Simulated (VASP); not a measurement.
Method: r2SCAN+rVV10, VASP's PBE PAW potentials (set 64) (plane waves; VASP).

Input for VASP

**POSCAR**
```
PbF2
4.1696060
  0.0000000000   0.7071067664   0.7071067664
  0.7071067664   0.0000000000   0.7071067664
  0.7071067664   0.7071067664   0.0000000000
Pb F
1 2
Cartesian
  1.4142135329   0.7071067664   0.7071067664
  0.3535533832   0.3535533832   0.3535533832
  1.0606601497   1.0606601497   1.0606601497
```

### INCAR
```
SYSTEM = PbF2
PREC = Accurate; ENCUT = 520; LREAL = F
LASPH = T
EDIFF = 1E-7; NELM = 100; ALGO = Normal
LMAXMIX = 4; LMIXTAU = T
ISMEAR = 0; SIGMA = 0.05
METAGGA = R2SCAN; LUSE_VDW = T; BPARAM = 11.95
CPARAM = 0.0093
ISIF = 2
LWAVE = F; LCHARG = F
```

**KPOINTS**
```
Automatic mesh
0
Gamma
7 7 7
0 0 0
```

POTCAR, in this order: Pb_d F (PBE.64 set). Program: vasp_std.

What will the output report for the number of irreducible k-points (NKPTS), largest plane-wave count, number of space-group operations, FFT grid (NGX, NGY, NGZ)?

* **number of irreducible k-points (NKPTS)**: 20
* **largest plane-wave count**: 1411
* **number of space-group operations**: 48
* **FFT grid (NGX, NGY, NGZ)**: 32 × 32 × 32

The compound is PbF2 in the fluorite structure, the β form. It was relaxed first.
